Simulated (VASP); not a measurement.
Computed with rev-vdW-DF2, VASP's PBE PAW potentials (set 64) (plane waves; VASP 6.6.1).

VASP input:

File POSCAR:
```
SnO
1.0
  3.7906337445   0.0000000000   0.0000000000
  0.0000000000   3.7906337445   0.0000000000
  0.0000000000   0.0000000000   4.6922624935
Sn O
2 2
Cart
  1.8953168723   3.7906337445   3.5267647941
  0.0000000000   1.8953168723   1.1654976994
  1.8953168723   1.8953168723   0.0000000000
  0.0000000000   0.0000000000   0.0000000000
```

**INCAR**
```
AGGAC = 0.0
ALGO = Normal
EDIFF = 1E-6
EDIFFG = -0.02
ENCUT = 520
GGA = MK
IBRION = 2
ISIF = 3
ISMEAR = 1
LASPH = .TRUE.
LCHARG = .FALSE.
LMAXMIX = 4
LREAL = .FALSE.
LUSE_VDW = .TRUE.
LWAVE = .FALSE.
NELM = 100
NSW = 60
PARAM1 = 0.1234568
PARAM2 = 0.7114
PREC = Accurate
SIGMA = 0.1
SYSTEM = SnO
ZAB_VDW = -1.8867
```

**KPOINTS**
```
Automatic mesh
0
Gamma
7 7 6
0 0 0
```

POTCAR, in this order: Sn_d O (PBE.64 set). Program: vasp_std.

Output of the run:

**OSZICAR**
```
...
DAV:   2    -0.145302898171E+02    0.74628E-02   -0.32617E-02  2576   0.204E+00    0.221E-01
DAV:   3    -0.145288054577E+02    0.14844E-02   -0.35603E-03  2528   0.116E+00    0.932E-02
DAV:   4    -0.145285609407E+02    0.24452E-03   -0.10769E-03  2936   0.483E-01    0.243E-02
DAV:   5    -0.145285426639E+02    0.18277E-04   -0.19517E-04  2664   0.165E-01    0.102E-02
DAV:   6    -0.145285404196E+02    0.22443E-05   -0.13802E-05  2992   0.479E-02    0.576E-03
DAV:   7    -0.145285401137E+02    0.30587E-06   -0.18234E-06  1288   0.216E-02
   5 F= -.14528540E+02 E0= -.14528616E+02  d E =-.815060E-02
       N       E                     dE             d eps       ncg     rms          rms(c)
DAV:   1    -0.145329706544E+02   -0.44302E-02   -0.28506E-01  2576   0.412E+00    0.362E-01
DAV:   2    -0.145308559758E+02    0.21147E-02   -0.90083E-03  2584   0.111E+00    0.199E-01
DAV:   3    -0.145300190181E+02    0.83696E-03   -0.10519E-03  2712   0.522E-01    0.764E-02
DAV:   4    -0.145299002730E+02    0.11875E-03   -0.32311E-04  2912   0.211E-01    0.155E-02
DAV:   5    -0.145299010663E+02   -0.79325E-06   -0.65217E-05  2352   0.103E-01    0.702E-03
DAV:   6    -0.145299006903E+02    0.37600E-06   -0.65008E-06  2256   0.237E-02
   6 F= -.14529901E+02 E0= -.14529974E+02  d E =-.136058E-02
       N       E                     dE             d eps       ncg     rms          rms(c)
DAV:   1    -0.145560765485E+02   -0.26175E-01   -0.23173E+00  2592   0.118E+01    0.102E+00
DAV:   2    -0.145391095815E+02    0.16967E-01   -0.70874E-02  2640   0.299E+00    0.561E-01
DAV:   3    -0.145323244272E+02    0.67852E-02   -0.78101E-03  2696   0.139E+00    0.209E-01
DAV:   4    -0.145314293908E+02    0.89504E-03   -0.24152E-03  2928   0.569E-01    0.406E-02
DAV:   5    -0.145314390062E+02   -0.96153E-05   -0.46010E-04  2368   0.281E-01    0.185E-02
DAV:   6    -0.145314363861E+02    0.26200E-05   -0.53085E-05  2808   0.694E-02    0.744E-03
DAV:   7    -0.145314364872E+02   -0.10102E-06   -0.60070E-06  2048   0.209E-02
   7 F= -.14531436E+02 E0= -.14531505E+02  d E =-.289637E-02
       N       E                     dE             d eps       ncg     rms          rms(c)
DAV:   1    -0.145346457867E+02   -0.32094E-02   -0.84242E-02  2280   0.360E+00    0.324E-01
DAV:   2    -0.145324677323E+02    0.21781E-02   -0.96435E-03  2408   0.988E-01    0.128E-01
DAV:   3    -0.145320854892E+02    0.38224E-03   -0.84683E-04  2328   0.547E-01    0.595E-02
DAV:   4    -0.145319908191E+02    0.94670E-04   -0.25466E-04  2792   0.264E-01    0.170E-02
DAV:   5    -0.145319865965E+02    0.42227E-05   -0.91575E-05  2664   0.110E-01    0.100E-02
DAV:   6    -0.145319842980E+02    0.22985E-05   -0.14617E-05  2584   0.337E-02    0.285E-03
DAV:   7    -0.145319843893E+02   -0.91364E-07   -0.12375E-06  1104   0.989E-03
   8 F= -.14531984E+02 E0= -.14532052E+02  d E =-.547902E-03
       N       E                     dE             d eps       ncg     rms          rms(c)
DAV:   1    -0.145406745643E+02   -0.86903E-02   -0.25556E-01  2288   0.628E+00    0.564E-01
DAV:   2    -0.145340769363E+02    0.65976E-02   -0.29367E-02  2424   0.171E+00    0.223E-01
DAV:   3    -0.145329185769E+02    0.11584E-02   -0.25362E-03  2320   0.942E-01    0.104E-01
DAV:   4    -0.145326339246E+02    0.28465E-03   -0.77906E-04  2808   0.460E-01    0.294E-02
DAV:   5    -0.145326240634E+02    0.98613E-05   -0.27551E-04  2664   0.192E-01    0.173E-02
DAV:   6    -0.145326176715E+02    0.63919E-05   -0.44565E-05  2864   0.586E-02    0.495E-03
DAV:   7    -0.145326179668E+02   -0.29532E-06   -0.37665E-06  1832   0.161E-02
   9 F= -.14532618E+02 E0= -.14532685E+02  d E =-.118148E-02
       N       E                     dE             d eps       ncg     rms          rms(c)
DAV:   1    -0.145645873725E+02   -0.31970E-01   -0.10172E+00  2296   0.126E+01    0.112E+00
DAV:   2    -0.145384587289E+02    0.26129E-01   -0.11709E-01  2424   0.340E+00    0.443E-01
DAV:   3    -0.145338662916E+02    0.45924E-02   -0.99296E-03  2288   0.184E+00    0.207E-01
DAV:   4    -0.145327404728E+02    0.11258E-02   -0.31262E-03  2800   0.913E-01    0.579E-02
DAV:   5    -0.145327078235E+02    0.32649E-04   -0.10667E-03  2656   0.381E-01    0.340E-02
DAV:   6    -0.145326842297E+02    0.23594E-04   -0.17039E-04  2912   0.115E-01    0.964E-03
DAV:   7    -0.145326854408E+02   -0.12111E-05   -0.14833E-05  2336   0.311E-02    0.451E-03
DAV:   8    -0.145326850593E+02    0.38149E-06   -0.27727E-06  1440   0.144E-02
  10 F= -.14532685E+02 E0= -.14532750E+02  d E =-.124857E-02
       N       E                     dE             d eps       ncg     rms          rms(c)
DAV:   1    -0.145409226274E+02   -0.82372E-02   -0.25393E-01  2296   0.617E+00    0.566E-01
DAV:   2    -0.145342848659E+02    0.66378E-02   -0.29432E-02  2400   0.171E+00    0.225E-01
DAV:   3    -0.145331278705E+02    0.11570E-02   -0.26800E-03  2304   0.972E-01    0.104E-01
DAV:   4    -0.145328561519E+02    0.27172E-03   -0.79732E-04  2840   0.458E-01    0.306E-02
DAV:   5    -0.145328545663E+02    0.15856E-05   -0.28114E-04  2672   0.189E-01    0.177E-02
DAV:   6    -0.145328495091E+02    0.50572E-05   -0.44900E-05  2896   0.580E-02    0.523E-03
DAV:   7    -0.145328498050E+02   -0.29590E-06   -0.35926E-06  1848   0.168E-02
  11 F= -.14532850E+02 E0= -.14532916E+02  d E =-.141332E-02
       N       E                     dE             d eps       ncg     rms          rms(c)
DAV:   1    -0.145332969592E+02   -0.44745E-03   -0.14116E-02  2288   0.147E+00    0.133E-01
DAV:   2    -0.145329302399E+02    0.36672E-03   -0.16426E-03  2424   0.407E-01    0.528E-02
DAV:   3    -0.145328659162E+02    0.64324E-04   -0.14426E-04  2320   0.224E-01    0.246E-02
DAV:   4    -0.145328490220E+02    0.16894E-04   -0.43529E-05  2784   0.108E-01    0.701E-03
DAV:   5    -0.145328476787E+02    0.13433E-05   -0.15327E-05  2680   0.449E-02    0.406E-03
DAV:   6    -0.145328471589E+02    0.51983E-06   -0.19205E-06  1136   0.135E-02
  12 F= -.14532847E+02 E0= -.14532913E+02  d E =-.141067E-02
       N       E                     dE             d eps       ncg     rms          rms(c)
DAV:   1    -0.145329171461E+02   -0.69467E-04   -0.21041E-03  2280   0.566E-01    0.512E-02
DAV:   2    -0.145328620329E+02    0.55113E-04   -0.23998E-04  2408   0.157E-01    0.204E-02
DAV:   3    -0.145328522713E+02    0.97616E-05   -0.21702E-05  2312   0.874E-02    0.943E-03
DAV:   4    -0.145328504580E+02    0.18133E-05   -0.61977E-06  2288   0.412E-02    0.267E-03
DAV:   5    -0.145328507586E+02   -0.30061E-06   -0.17692E-06  1064   0.175E-02
  13 F= -.14532851E+02 E0= -.14532917E+02  d E =-.141427E-02
       N       E                     dE             d eps       ncg     rms          rms(c)
DAV:   1    -0.145328929523E+02   -0.42494E-04   -0.13278E-03  2288   0.445E-01    0.405E-02
DAV:   2    -0.145328581716E+02    0.34781E-04   -0.14972E-04  2440   0.124E-01    0.161E-02
DAV:   3    -0.145328520629E+02    0.61087E-05   -0.13554E-05  2312   0.691E-02    0.743E-03
DAV:   4    -0.145328509503E+02    0.11126E-05   -0.32115E-06  1416   0.325E-02    0.194E-03
DAV:   5    -0.145328512665E+02   -0.31623E-06   -0.14794E-06  1048   0.164E-02
  14 F= -.14532851E+02 E0= -.14532917E+02  d E =-.141478E-02
       N       E                     dE             d eps       ncg     rms          rms(c)
DAV:   1    -0.145329760125E+02   -0.12506E-03   -0.29988E-03  2600   0.665E-01    0.553E-02
DAV:   2    -0.145329266357E+02    0.49377E-04   -0.20816E-04  2696   0.186E-01    0.252E-02
DAV:   3    -0.145329105033E+02    0.16132E-04   -0.32924E-05  2400   0.112E-01    0.953E-03
DAV:   4    -0.145329082994E+02    0.22040E-05   -0.90726E-06  2752   0.333E-02    0.275E-03
DAV:   5    -0.145329076643E+02    0.63508E-06   -0.99159E-07   984   0.164E-02
  15 F= -.14532908E+02 E0= -.14532974E+02  d E =-.563978E-04
```

### OUTCAR
```
------------------------ aborting loop because EDIFF is reached ----------------------------------------
  FORCE on cell =-STRESS in cart. coord.  units (eV):
  Direction    XX          YY          ZZ          XY          YZ          ZX
  --------------------------------------------------------------------------------------
  Total        0.0744716      0.0744716     -0.0129226      0.0000000      0.0000000      0.0000000
  in kB        1.6726168      1.6726168     -0.2902388      0.0000000      0.0000000      0.0000000
  external PRESSURE =       1.0183316 kB  Pullay stress =       0.0000000 kB
  volume of cell :       71.34
      direct lattice vectors                 reciprocal lattice vectors
     3.841306342  0.000000000  0.000000000     0.260328105  0.000000000  0.000000000
     0.000000000  3.841306342  0.000000000     0.000000000  0.260328105 -0.000000000
     0.000000000  0.000000000  4.834445201     0.000000000 -0.000000000  0.206848968
 POSITION                                       TOTAL-FORCE (eV/Angst)
 -----------------------------------------------------------------------------------
      1.92065      0.00000      3.67264        -0.000000      0.000000      0.018883
      0.00000      1.92065      1.16180         0.000000     -0.000000     -0.018883
      1.92065      1.92065      0.00000         0.000000     -0.000000      0.000000
      0.00000      0.00000      0.00000         0.000000      0.000000      0.000000
 -----------------------------------------------------------------------------------
    total drift:                                0.000000      0.000000     -0.000000
  FREE ENERGIE OF THE ION-ELECTRON SYSTEM (eV)
  ---------------------------------------------------
  free  energy   TOTEN  =       -14.5329076643 eV

  energy  without entropy=      -14.5331059108  energy(sigma->0) =      -14.53297375

 reached required accuracy - stopping structural energy minimisation
```
(Selected blocks of OUTCAR.)

**CONTCAR**
```
SnO
   1.00000000000000
     3.8413063417250735    0.0000000000000000    0.0000000000000000
     0.0000000000000000    3.8413063417250735    0.0000000000000000
     0.0000000000000000    0.0000000000000000    4.8344452013942050
  Sn              O
     2     2
Direct
     0.5000000000000000    0.0000000000000000    0.7596825864788617
     0.0000000000000000    0.5000000000000000    0.2403174135211383
     0.5000000000000000    0.5000000000000000    0.0000000000000000
     0.0000000000000000    0.0000000000000000    0.0000000000000000
```

Energy and stress use the plane-wave basis of the starting cell.

The compound is SnO in the litharge structure. This run relaxes it. Symmetry was kept, so distortions that lower it aren't found. The start is the result of an earlier pass.
